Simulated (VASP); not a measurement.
These are PBEsol GGA, VASP's PBE PAW potentials (set 64) (plane waves; VASP) values and carry that method's errors.

VASP ran on this input.

**INCAR**
```
! general
SYSTEM  = FeAl
PREC    = Accurate
ENCUT   = 400
LREAL   = .FALSE.
LASPH   = .TRUE.
ICHARG  = 11

! electronic loop
EDIFF   = 1E-7
NELM    = 100
ALGO    = Normal
LMAXMIX = 4

! smearing
ISMEAR  = 0
SIGMA   = 0.05

! functional
GGA     = PS

! spin
ISPIN   = 2
MAGMOM  = 2*2.0 2*-0.0

! output
LWAVE   = .FALSE.
LCHARG  = .FALSE.
LORBIT  = 11
```

### POSCAR
```
FeAl
1
    2.6817990323     0.0000000000     0.0000000000
   -1.3408995162     2.3225059827     0.0000000000
    0.0000000000     0.0000000000     7.9833355628
Fe Al
2 2
Direct
  0.0000000000   0.0000000000   0.0000000000
  0.0000000000   0.0000000000   0.5000000000
  0.3333330000   0.6666670000   0.2500000000
  0.6666670000   0.3333330000   0.7500000000
```

KPOINTS:
```
k-points along high-symmetry lines
10
Line-mode
Reciprocal
  0.000000   0.000000   0.000000 ! GAMMA
  0.500000  -0.000000   0.000000 ! M

  0.500000  -0.000000   0.000000 ! M
  0.333333   0.333333   0.000000 ! K

  0.333333   0.333333   0.000000 ! K
  0.000000   0.000000   0.000000 ! GAMMA

  0.000000   0.000000   0.000000 ! GAMMA
  0.000000   0.000000   0.500000 ! A

  0.000000   0.000000   0.500000 ! A
  0.500000  -0.000000   0.500000 ! L

  0.500000  -0.000000   0.500000 ! L
  0.333333   0.333333   0.500000 ! H

  0.333333   0.333333   0.500000 ! H
  0.000000   0.000000   0.500000 ! A

  0.500000  -0.000000   0.500000 ! L
  0.500000  -0.000000   0.000000 ! M

  0.333333   0.333333   0.500000 ! H
  0.333333   0.333333   0.000000 ! K
```

POTCAR, in this order: Fe Al (PBE.64 set). Program: vasp_std. Read from the step before: CHGCAR.

Output of the run:

### OUTCAR
```
 ion  position               nearest neighbor table
   1  0.000  0.000  0.000-   3 2.53   4 2.53   3 2.53   4 2.53   4 2.53   3 2.53
   2  0.000  0.000  0.500-   3 2.53   4 2.53   3 2.53   4 2.53   4 2.53   3 2.53
   3  0.333  0.667  0.250-   1 2.53   2 2.53   1 2.53   2 2.53   1 2.53   2 2.53
   4  0.667  0.333  0.750-   1 2.53   2 2.53   1 2.53   2 2.53   1 2.53   2 2.53
  LATTYP: Found a hexagonal cell.
 ALAT       =     2.6817990323
 C/A-ratio  =     2.9768582458
 Subroutine PRICEL returns:
 Original cell was already a primitive cell.
 Subroutine GETGRP returns: Found 24 space group operations
The static configuration has the point symmetry D_3d.
 The point group associated with its full space group is D_6h.
The dynamic configuration has the point symmetry D_3d.
The overall configuration has the point symmetry D_3d.
 Subroutine INISYM returns: Found 24 space group operations
   k-points           NKPTS =     90   k-points in BZ     NKDIM =     90   number of bands    NBANDS=     17
   number of dos      NEDOS =    301   number of ions     NIONS =      4
   total plane-waves  NPLWV =  17496
   dimension x,y,z NGX =    18 NGY =   18 NGZ =   54
   dimension x,y,z NGXF=    36 NGYF=   36 NGZF=  108
   ions per type =               2   2
   PREC   = accura    normal or accurate (medium, high low for compatibility)
   ISTART =      0    job   : 0-new  1-cont  2-samecut
   ICHARG =     11    charge: 1-file 2-atom 10-const
   ISPIN  =      2    spin polarized calculation?
   LNONCOLLINEAR =      F non collinear calculations
   LSORBIT =      F    spin-orbit coupling
   INIWAV =      1    electr: 0-lowe 1-rand  2-diag
   ENCUT  =  400.0 eV  29.40 Ry    5.42 a.u.   4.37  4.37 13.02*2*pi/ulx,y,z
   NELM   =    100;   NELMIN=  2; NELMDL= -5     # of ELM steps
   EDIFF  = 0.1E-06   stopping-criterion for ELM
   LREAL  =      F    real-space projection
   NLSPLINE    = F    spline interpolate recip. space projectors
   LMAXMIX     =    4 max onsite mixed and CHGCAR
   VOSKOWN=      0    Vosko Wilk Nusair interpolation
   EDIFFG = 0.1E-05   stopping-criterion for IOM
   NSW    =      0    number of steps for IOM
   NBLOCK =      1;   KBLOCK =      1    inner block; outer block
   IBRION =     -1    ionic relax: 0-MD 1-quasi-New 2-CG
   NFREE  =      0    steps in history (QN), initial steepest desc. (CG)
   ISIF   =      2    stress and relaxation
   ISYM   =      2    0-nonsym 1-usesym 2-fastsym
   TEIN   =    0.0    initial temperature
   TEBEG  =    0.0;   TEEND  =   0.0 temperature during run
   SMASS  =  -3.00    Nose mass-parameter (am)
   PSTRESS=    0.0 pullay stress
   NELECT =      22.0000    total number of electrons
   EFERMI =   0.00;   METHOD = LEGACY
   ISMEAR =     0;   SIGMA  =   0.05  broadening in eV -4-tet -1-fermi 0-gaus
   IALGO  =     38    algorithm
   LDIAG  =      T    sub-space diagonalisation (order eigenvalues)
   IMIX   =      4    mixing-type and parameters
     AMIX     =   0.40;   BMIX     =  1.00
     AMIX_MAG =   1.60;   BMIX_MAG =  1.00
     AMIN     =   0.10
   GGA     = PS    functional components
   VOSKOWN =     0    Vosko Wilk Nusair interpolation
   LHFCALC =     F    Hartree Fock is set to
   LHFONE  =     F    Hartree Fock one center treatment
   AEXX    =    0.0000 exact exchange contribution
   IVDW    =     0    specifies the selected vdW correction
   LEPSILON=     F    determine dielectric tensor
   LRPA    =     F    only Hartree local field effects (RPA)
  energy-cutoff  :      400.00
  volume of cell :       49.72
      direct lattice vectors                 reciprocal lattice vectors
     2.681799032  0.000000000  0.000000000     0.372884019  0.215284698  0.000000000
    -1.340899516  2.322505983  0.000000000     0.000000000  0.430569397  0.000000000
     0.000000000  0.000000000  7.983335563     0.000000000  0.000000000  0.125260925
 k-point     1 :   0.0000 0.0000 0.0000  plane waves:     921
 k-point     2 :   0.0556 0.0000 0.0000  plane waves:     929
 k-point     3 :   0.1111 0.0000 0.0000  plane waves:     921
 k-point     4 :   0.1667 0.0000 0.0000  plane waves:     917
 k-point     5 :   0.2222 0.0000 0.0000  plane waves:     904
...
```

OSZICAR:
```
       N       E                     dE             d eps       ncg     rms          rms(c)
DAV:   1     0.916817996930E+02    0.91682E+02   -0.80590E+03  6192   0.110E+03
DAV:   2    -0.235530687157E+02   -0.11523E+03   -0.10890E+03  6138   0.248E+02
DAV:   3    -0.270679187948E+02   -0.35149E+01   -0.33973E+01  7597   0.540E+01
DAV:   4    -0.271333190858E+02   -0.65400E-01   -0.65270E-01  7586   0.679E+00
DAV:   5    -0.271351494667E+02   -0.18304E-02   -0.18299E-02  7759   0.110E+00
DAV:   6    -0.271352508574E+02   -0.10139E-03   -0.10139E-03  8538   0.230E-01
DAV:   7    -0.271352534848E+02   -0.26274E-05   -0.26279E-05  7973   0.272E-02
DAV:   8    -0.271352536315E+02   -0.14668E-06   -0.14592E-06  6564   0.502E-03
DAV:   9    -0.271352536336E+02   -0.20727E-08   -0.20844E-08  4833   0.758E-04
   1 F= -.27135254E+02 E0= -.27126317E+02  d E =-.178728E-01  mag=     0.0000
```

OUTCAR:
```



 magnetization (x)

# of ion       s       p       d       tot
------------------------------------------
    1        0.000  -0.000   0.000   0.000
    2        0.000  -0.000   0.000   0.000
    3       -0.000  -0.000   0.000  -0.000
    4       -0.000  -0.000   0.000  -0.000
--------------------------------------------------
tot         -0.000  -0.000   0.000   0.000
```
(Selected blocks of OUTCAR.)

File OUTCAR:
```
 val. band max:        7.6421471867   @ k =   0.0000   0.0000   0.2778

 cond. band min:       7.6475806743   @ k =   0.0370   0.0370   0.5000



 spin component 1

 k-point     1 :       0.0000    0.0000    0.0000
  band No.  band energies     occupation
      1      -2.9650      1.00000
      2      -1.4686      1.00000
      3       0.8040      1.00000
      4       4.4228      1.00000
      5       5.9021      1.00000
      6       6.0531      1.00000
      7       6.5982      1.00000
      8       6.5982      1.00000
      9       6.6054      1.00000
     10       6.6054      1.00000
     11       7.6285      0.70197
     12       7.6285      0.70196
     13       7.7053      0.05024
     14       7.7053      0.05023
     15      11.0517      0.00000
     16      16.8073      0.00000
     17      21.2262      0.00000

 k-point     2 :       0.0556    0.0000    0.0000
  band No.  band energies     occupation
      1      -2.8788      1.00000
      2      -1.3945      1.00000
      3       0.8956      1.00000
      4       4.4865      1.00000
      5       5.8354      1.00000
      6       6.0796      1.00000
      7       6.5550      1.00000
      8       6.5728      1.00000
      9       6.6414      1.00000
     10       6.6491      1.00000
     11       7.5846      0.96169
     12       7.6138      0.82794
     13       7.6922      0.10183
     14       7.8278      0.00000
     15      11.0737      0.00000
     16      16.8877      0.00000
     17      20.3831      0.00000

 k-point     3 :       0.1111    0.0000    0.0000
  band No.  band energies     occupation
      1      -2.6214      1.00000
      2      -1.1731      1.00000
      3       1.1671      1.00000
      4       4.6678      1.00000
      5       5.6793      1.00000
      6       6.1516      1.00000
      7       6.4356      1.00000
      8       6.4800      1.00000
      9       6.7684      1.00000
     10       6.7765      1.00000
...
```

The density is held fixed in this step, so its total energy and stress have no physical meaning.

The structure was generated: FeAl was put into the NiAs type type (P6_3/mmc), which need not be its known phase. It was relaxed first, which changed the volume by -37 %.
